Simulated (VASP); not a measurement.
An input for Ansatz (written as the equivalent of a VASP run, and not itself run):

Ansatz 0.2 input:
```yaml
crystal:
  lattice:
    - [0.0000000, 2.8946665, 2.8946665]
    - [2.8946665, 0.0000000, 2.8946665]
    - [2.8946665, 2.8946665, 0.0000000]
  atoms:
    - { symbol: Al, position: [0.0000000, 0.0000000, 0.0000000] }
    - { symbol: As, position: [0.2500000, 0.2500000, 0.2500000] }
kpoints:
  mp_grid: { grid: [6, 6, 6] }
hamiltonian:
  xc: hse06
  pseudopotentials: { kind: paw }
scf:
  occupations: { method: gaussian, width: 0.05 }
  max_iter: 60
output: { forces: true, stress: true, eigenvalues: true }
```

Q: Translate this input to VASP (INCAR, KPOINTS, POSCAR, choice of POTCAR).

A: Several could match; the one computed here: 
INCAR:
```
! general
SYSTEM  =AlAs
PREC    =Accurate
ENCUT   =520
LREAL   =.FALSE.
LASPH   =.TRUE.
ISYM    =3

! electronic loop
EDIFF   =1E-6
NELM    =60
ALGO    =Normal
LMAXMIX =4

! smearing
ISMEAR  =0
SIGMA   =0.05

! functional
GGA     =PE
LHFCALC =.TRUE.
AEXX    =0.25
HFSCREEN=0.2
PRECFOCK=Fast

! ions
ISIF    =2

! output
LWAVE   =.FALSE.
LCHARG  =.FALSE.
```

File POSCAR:
```
AlAs
1.0
  0.0000000000   2.8946664940   2.8946664940
  2.8946664940   0.0000000000   2.8946664940
  2.8946664940   2.8946664940   0.0000000000
Al As
1 1
direct
  0.0000000000   0.0000000000   0.0000000000
  0.2500000000   0.2500000000   0.2500000000
```

File KPOINTS:
```
Automatic mesh
0
Gamma
6 6 6
0 0 0
```

POTCAR, in this order: Al As (PBE.64 set). Program: vasp_std. Read from the step before: WAVECAR.

What does not carry over: each code has its own PAW files, so the cut-off isn't converted (ENCUT is set for VASP's; basis.ecutwfc is left out, and Ansatz then takes the one that its files recommend); Ansatz stops its SCF on the density residual and VASP on the energy change (EDIFF); Ansatz's hse06 screens at 0.11 per bohr (0.208 per Å), slightly more than HFSCREEN = 0.2.

The compound is AlAs in the zinc blende structure. This cell is one point of a volume scan, at 1.03 of the reference volume.
